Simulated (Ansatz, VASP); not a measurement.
## Cross-check of ZnH2 (CdI2 type (invented)) between VASP and Ansatz

One calculation is typed for both programs; each brings its own data sets. How far apart do they land? The cell is generated by rule, not measured, and may not be a known phase. The cell is taken from a series of runs on this material, whose earlier steps may have relaxed, scaled, displaced or heated it; both programs get it as it stands.

Method: plane waves, with VASP 6.6.1 beside it; zone-centre phonons at PBEsol, in Ansatz 0.2.0.

### 1. The starting structure

It takes space group P-3m1 (No. 164, trigonal). Conventional cell: a = 2.739 Å, b = 2.739 Å, c = 4.262 Å, α = 90.00°, β = 90.00°, γ = 120.00°. Zn has 6 H at 1.86 Å nearest. H has 3 Zn at 1.86 Å nearest. Farther neighbours are not listed.

Coordinates:

```cif
data_structure
_symmetry_space_group_name_H-M 'P-3m1'
_symmetry_Int_Tables_number 164
_cell_length_a 2.7388
_cell_length_b 2.7388
_cell_length_c 4.2622
_cell_angle_alpha 90.000
_cell_angle_beta 90.000
_cell_angle_gamma 120.000
_cell_volume 27.69
loop_
_atom_site_label
_atom_site_type_symbol
_atom_site_symmetry_multiplicity
_atom_site_Wyckoff_symbol
_atom_site_fract_x
_atom_site_fract_y
_atom_site_fract_z
_atom_site_occupancy
Zn1 Zn 1 a 0.00000 0.00000 0.00000 1
H1 H 2 d 0.33333 0.66667 0.23057 1
```

### 2. VASP: zone-centre phonons, PBEsol

Second derivatives magnify differences that forces hide, and they need a tight electronic threshold.

Lines of VASP's logs that name or quote its potential files are left out, and so is its time.

INCAR

```
SYSTEM = ZnH2
PREC = Accurate
ENCUT = 500
EDIFF = 1E-08
NELM = 120
ISMEAR = 0
SIGMA = 0.01
LREAL = .FALSE.
ALGO = Normal
GGA = PS
NBANDS = 13
LORBIT = 11
LWAVE = .FALSE.
LCHARG = .FALSE.
ISIF = 2
IBRION = 8
LEPSILON = .TRUE.
LASPH = .TRUE.
GGA_COMPAT = .FALSE.
EFERMI = MIDGAP
KPAR = 2
```

POSCAR

```
ZnH2
1.0
    2.7388222039      0.0000000000      0.0000000000
   -1.3694111020      2.3718896051      0.0000000000
    0.0000000000      0.0000000000      4.2622024340
Zn H
1 2
Direct
    0.0000000000      0.0000000000      0.0000000000
    0.3333333333      0.6666666667      0.2305721410
    0.6666666667      0.3333333333      0.7694278590
```

KPOINTS

```
Automatic mesh
0
Gamma
12 12 6
0 0 0
```

Potentials, in the order of the species: Zn and H (PBE family, release 64).

Command:

```sh
> mpirun -np 2 vasp_std
```

Numbers of over 12 decimals in the logs are rounded to 6 here.

The program printed:

```text
[banner, memory and clock lines left out]
running    2 mpi-ranks, on    1 nodes
 distrk:  each k-point on    1 cores,    2 groups
 distr:  one band on    1 cores,    1 groups

 POSCAR found type information on POSCAR ZnH
 POSCAR found :  2 types and       3 ions
|                                                                             |
|               ----> ADVICE to this user running VASP <----                  |
|                                                                             |
|     You enforced a specific xc type in the INCAR file but a different       |
|     [... a line on the potential file left out ...]
|     I HOPE YOU KNOW WHAT YOU ARE DOING!                                     |
|                                                                             |

 LDA part: xc-table for (Slater+PW92), standard interpolation
 POSCAR, INCAR and KPOINTS ok, starting setup
 FFT: planning ... GRIDC
 FFT: planning ... GRID_SOFT
 FFT: planning ... GRID
 WAVECAR not read
 entering main loop
       N       E                     dE             d eps       ncg     rms          rms(c)
DAV:   1     0.486163529369E+02    0.48616E+02   -0.70284E+03  2616   0.135E+03
DAV:   2    -0.561848807866E+01   -0.54235E+02   -0.50672E+02  2705   0.225E+02
DAV:   3    -0.791557637668E+01   -0.22971E+01   -0.22907E+01  3105   0.466E+01
DAV:   4    -0.792590074786E+01   -0.10324E-01   -0.10324E-01  2865   0.333E+00
DAV:   5    -0.792591368265E+01   -0.12935E-04   -0.12935E-04  3075   0.114E-01    0.656E+00
DAV:   6    -0.746624325110E+01    0.45967E+00   -0.13054E+00  3130   0.324E+01    0.483E+00
DAV:   7    -0.738801611903E+01    0.78227E-01   -0.17735E-01  2835   0.553E+00    0.184E+00
DAV:   8    -0.737602820285E+01    0.11988E-01   -0.20941E-02  3696   0.201E+00    0.302E-01
DAV:   9    -0.737604134848E+01   -0.13146E-04   -0.26158E-03  2805   0.558E-01    0.520E-02
DAV:  10    -0.737601968449E+01    0.21664E-04   -0.20888E-04  3347   0.293E-01    0.132E-02
DAV:  11    -0.737602336579E+01   -0.36813E-05   -0.16537E-05  2908   0.610E-02    0.271E-03
DAV:  12    -0.737602364123E+01   -0.27544E-06   -0.15713E-06  2910   0.166E-02    0.120E-03
DAV:  13    -0.737602363394E+01    0.72887E-08   -0.13752E-07  2920   0.353E-03    0.259E-04
DAV:  14    -0.737602362788E+01    0.60604E-08   -0.32489E-09  1685   0.133E-03
   1 F= -.73760236E+01 E0= -.73760236E+01  d E =0.000000E+00
 Linear response reoptimize wavefunctions to high precision
DAV:   1    -0.737602363124E+01   -0.33633E-08   -0.59035E-10  2401   0.394E-04
DAV:   2    -0.737602363129E+01   -0.53660E-10   -0.54084E-11  1365   0.650E-05
 Linear response G [H, r] |phi>, progress :
  Direction:   1
       N       E                     dE             d eps       ncg     rms
RMM:   1    -0.345121422697E+02   -0.34512E+02    0.10696E+02  4185   0.617E+01
RMM:   2    -0.344468146167E+02    0.65328E-01   -0.34931E+00  4254   0.233E+01
RMM:   3    -0.346026262447E+02   -0.15581E+00   -0.21385E-01  4782   0.453E+00
RMM:   4    -0.346210102019E+02   -0.18384E-01   -0.24197E-02  4745   0.762E-01
RMM:   5    -0.346207910480E+02    0.21915E-03   -0.14081E-03  4862   0.194E-01
RMM:   6    -0.346207964553E+02   -0.54074E-05   -0.15106E-04  4680   0.565E-02
RMM:   7    -0.346208049661E+02   -0.85108E-05   -0.11267E-04  4141   0.185E-02
RMM:   8    -0.346208019666E+02    0.29995E-05   -0.30166E-05  3683   0.648E-03
RMM:   9    -0.346208021743E+02   -0.20764E-06    0.13659E-05  3487   0.247E-03
RMM:  10    -0.346208019820E+02    0.19228E-06    0.31971E-05  3251   0.129E-03
RMM:  11    -0.346208021479E+02   -0.16594E-06    0.21859E-05  2983   0.792E-04
RMM:  12    -0.346208022351E+02   -0.87149E-07    0.25966E-05  2664   0.662E-04
RMM:  13    -0.346208021035E+02    0.13163E-06    0.30402E-05  2269   0.593E-04
RMM:  14    -0.346208022656E+02   -0.16216E-06    0.28128E-05  1994   0.593E-04
RMM:  15    -0.346208021068E+02    0.15883E-06    0.29713E-05  1810   0.572E-04
RMM:  16    -0.346208022542E+02   -0.14736E-06    0.28598E-05  1638   0.592E-04
 Linear response G [H, r] |phi>, progress :
  Direction:   2
       N       E                     dE             d eps       ncg     rms
RMM:   1    -0.354227200074E+02   -0.35423E+02    0.64223E+01  3929   0.565E+01
RMM:   2    -0.344052294899E+02    0.10175E+01   -0.22362E+00  4228   0.206E+01
RMM:   3    -0.345566617302E+02   -0.15143E+00   -0.29655E-01  4720   0.406E+00
RMM:   4    -0.345548184258E+02    0.18433E-02   -0.19040E-02  4780   0.735E-01
RMM:   5    -0.345547732610E+02    0.45165E-04   -0.11063E-03  4840   0.185E-01
RMM:   6    -0.345547821367E+02   -0.88757E-05   -0.15415E-04  4698   0.554E-02
RMM:   7    -0.345547816637E+02    0.47302E-06   -0.45944E-05  4090   0.182E-02
RMM:   8    -0.345547804706E+02    0.11931E-05   -0.18423E-04  3644   0.638E-03
RMM:   9    -0.345547811636E+02   -0.69300E-06   -0.16215E-04  3399   0.245E-03
[...]
Linear response to external field (no local field effect), progress :
  Direction:   3
       N       E                     dE             d eps       ncg     rms          rms(c)
RMM:   1    -0.275186779085E+00   -0.27519E+00   -0.52512E-01  3310   0.354E+00
RMM:   2    -0.285522137664E+00   -0.10335E-01   -0.53670E-03  4609   0.611E-01
RMM:   3    -0.285721631963E+00   -0.19949E-03   -0.17834E-04  4439   0.663E-02
[...]
Direction:   3
       N       E                     dE             d eps       ncg     rms          rms(c)
RMM:   1    -0.275186779085E+00   -0.27519E+00   -0.52512E-01  3310   0.354E+00
RMM:   2    -0.285522225713E+00   -0.10335E-01   -0.53678E-03  4611   0.611E-01    0.857E-01
RMM:   3    -0.239030861061E+00    0.46491E-01   -0.12952E-02  4152   0.811E-01    0.358E-01
RMM:   4    -0.239987798516E+00   -0.95694E-03   -0.94301E-03  4449   0.633E-01    0.133E-01
RMM:   5    -0.246669134019E+00   -0.66813E-02   -0.60958E-04  4437   0.191E-01    0.145E-02
RMM:   6    -0.247163051259E+00   -0.49392E-03   -0.14614E-05  4608   0.263E-02    0.720E-03
RMM:   7    -0.247444394198E+00   -0.28134E-03    0.13573E-06  4510   0.129E-02    0.100E-03
RMM:   8    -0.247444090457E+00    0.30374E-06   -0.69891E-07  4611   0.178E-03    0.197E-04
RMM:   9    -0.247441209192E+00    0.28813E-05    0.10614E-07  4695   0.366E-04    0.623E-05
RMM:  10    -0.247441655459E+00   -0.44627E-06   -0.10850E-07  3714   0.114E-04    0.138E-05
RMM:  11    -0.247441498455E+00    0.15700E-06    0.13420E-08  2759   0.527E-05    0.365E-06
 change of polarisation eV/A/(eV/A) component  3 :    -0.240    -0.248     0.452
 dielectric tensor                  component  3 :    -1.569    -1.622     3.953
 Linear response DOF=           4
 Linear response progress:
  Degree of freedom:   1/  4
       N       E                     dE             d eps       ncg     rms          rms(c)
RMM:   1    -0.203960499219E+00   -0.20396E+00    0.11618E-03  8369   0.191E+00
RMM:   2    -0.203807625655E+00    0.15287E-03   -0.76772E-04 10309   0.296E-01    0.441E-02
RMM:   3    -0.203600442944E+00    0.20718E-03   -0.22740E-05 11837   0.417E-02    0.263E-02
RMM:   4    -0.203318194287E+00    0.28225E-03   -0.41574E-06 11874   0.183E-02    0.747E-04
RMM:   5    -0.203319092955E+00   -0.89867E-06   -0.88271E-08 12286   0.198E-03    0.478E-04
RMM:   6    -0.203321653995E+00   -0.25610E-05   -0.16932E-08 12108   0.937E-04    0.674E-05
RMM:   7    -0.203321514654E+00    0.13934E-06   -0.52623E-10 12513   0.128E-04    0.362E-05
RMM:   8    -0.203321098389E+00    0.41627E-06    0.60132E-10 12380   0.709E-05    0.288E-06
RMM:   9    -0.203321097869E+00    0.51961E-09    0.38355E-10 11478   0.145E-05    0.154E-06
 first order change of Fermi-energy  -0.75000E-04
 force on displaced ion       1 direction 1 :  -1.396   0.000   0.000
 Born effective charge ion    1 direction 1 :   2.471   0.000   0.000
 Linear response progress:
  Degree of freedom:   2/  4
       N       E                     dE             d eps       ncg     rms          rms(c)
RMM:   1    -0.219545858811E+00   -0.21955E+00    0.11933E-02  3487   0.224E+00
RMM:   2    -0.216917883382E+00    0.26280E-02   -0.15387E-03  4361   0.426E-01    0.506E-02
RMM:   3    -0.216438804667E+00    0.47908E-03   -0.73409E-05  4812   0.704E-02    0.315E-02
RMM:   4    -0.215950413842E+00    0.48839E-03   -0.34848E-05  4705   0.458E-02    0.617E-03
RMM:   5    -0.215937799223E+00    0.12615E-04   -0.79710E-07  4905   0.602E-03    0.162E-03
RMM:   6    -0.215937130751E+00    0.66847E-06   -0.87594E-08  4939   0.197E-03    0.458E-04
RMM:   7    -0.215940392203E+00   -0.32615E-05    0.18779E-08  5028   0.599E-04    0.103E-04
RMM:   8    -0.215940371694E+00    0.20509E-07   -0.27166E-09  5064   0.173E-04    0.158E-05
RMM:   9    -0.215940628864E+00   -0.25717E-06    0.23236E-10  5197   0.449E-05    0.459E-06
RMM:  10    -0.215940658259E+00   -0.29395E-07   -0.32547E-10  4877   0.142E-05    0.848E-07
RMM:  11    -0.215940656215E+00    0.20441E-08   -0.49327E-11  4534   0.713E-06    0.187E-07
 first order change of Fermi-energy  -0.22783E-03
 force on displaced ion       1 direction 3 :  -0.000   0.000  -6.408
 Born effective charge ion    1 direction 3 :   0.000   0.000   0.738
 Linear response progress:
  Degree of freedom:   3/  4
       N       E                     dE             d eps       ncg     rms          rms(c)
RMM:   1    -0.154040792850E-01   -0.15404E-01   -0.34315E-04 24533   0.826E-01
RMM:   2    -0.152281993490E-01    0.17588E-03   -0.45105E-04 17529   0.257E-01    0.100E-01
RMM:   3    -0.155472092130E-01   -0.31901E-03   -0.47580E-05 19838   0.557E-02    0.566E-02
RMM:   4    -0.161827593516E-01   -0.63555E-03   -0.40190E-05 19511   0.463E-02    0.306E-03
RMM:   5    -0.162097624445E-01   -0.27003E-04   -0.29022E-06 20207   0.794E-03    0.115E-03
RMM:   6    -0.162087701265E-01    0.99232E-06    0.19323E-07 20348   0.187E-03    0.127E-04
RMM:   7    -0.162093427811E-01   -0.57265E-06   -0.53869E-08 20823   0.260E-04    0.622E-05
RMM:   8    -0.162094218903E-01   -0.79109E-07    0.15358E-08 20003   0.106E-04    0.814E-06
RMM:   9    -0.162093734787E-01    0.48412E-07   -0.13910E-09 21068   0.239E-05    0.317E-06
RMM:  10    -0.162093770223E-01   -0.35436E-08    0.55618E-09 18296   0.917E-06    0.376E-07
 first order change of Fermi-energy   0.19777E-04
 force on displaced ion       2 direction 1 :  -2.167   0.000  -0.000
 Born effective charge ion    2 direction 1 :  -1.233  -0.000   0.000
 Linear response progress:
  Degree of freedom:   4/  4
       N       E                     dE             d eps       ncg     rms          rms(c)
RMM:   1    -0.159769967649E-01   -0.15977E-01   -0.33807E-03  5187   0.824E-01
RMM:   2    -0.155877005874E-01    0.38930E-03   -0.42373E-04  4196   0.220E-01    0.989E-02
RMM:   3    -0.158335888826E-01   -0.24589E-03   -0.26858E-05  4451   0.459E-02    0.561E-02
RMM:   4    -0.162644718426E-01   -0.43088E-03   -0.18402E-05  4450   0.335E-02    0.448E-03
RMM:   5    -0.162965861125E-01   -0.32114E-04   -0.10295E-06  4645   0.676E-03    0.103E-03
RMM:   6    -0.163022077794E-01   -0.56217E-05   -0.23375E-07  4112   0.222E-03    0.369E-04
RMM:   7    -0.163024400315E-01   -0.23225E-06   -0.13542E-08  4662   0.679E-04    0.135E-04
RMM:   8    -0.163032000153E-01   -0.75998E-06    0.26336E-08  4424   0.198E-04    0.521E-05
RMM:   9    -0.163029893254E-01    0.21069E-06   -0.13704E-09  4632   0.754E-05    0.116E-05
RMM:  10    -0.163030353039E-01   -0.45978E-07   -0.26603E-11  4514   0.203E-05    0.484E-06
RMM:  11    -0.163030112661E-01    0.24038E-07   -0.53480E-10  4247   0.842E-06    0.769E-07
RMM:  12    -0.163030125455E-01   -0.12794E-08    0.16317E-11  3717   0.303E-06    0.358E-07
 first order change of Fermi-energy   0.33670E+00
 force on displaced ion       2 direction 3 :   0.000  -0.000  -3.992
 Born effective charge ion    2 direction 3 :   0.000  -0.000  -0.370
 Born effective charges drift removed
 Linear response finished
```

(Part 1 of 2 ends here.)

[Lines on the potential files, build, host, timing and source positions are cut from VASP's logs without a mark.]

[Logs are printed without paths, hosts, clocks, repeated set-up lines and the standing remarks that a program may print on its own settings, such as how far it seeks lower states.]

[Hosts, paths, dates, database ids (printed as entryN), source tags and the programs' standing remarks are cut or masked in the printed files.]
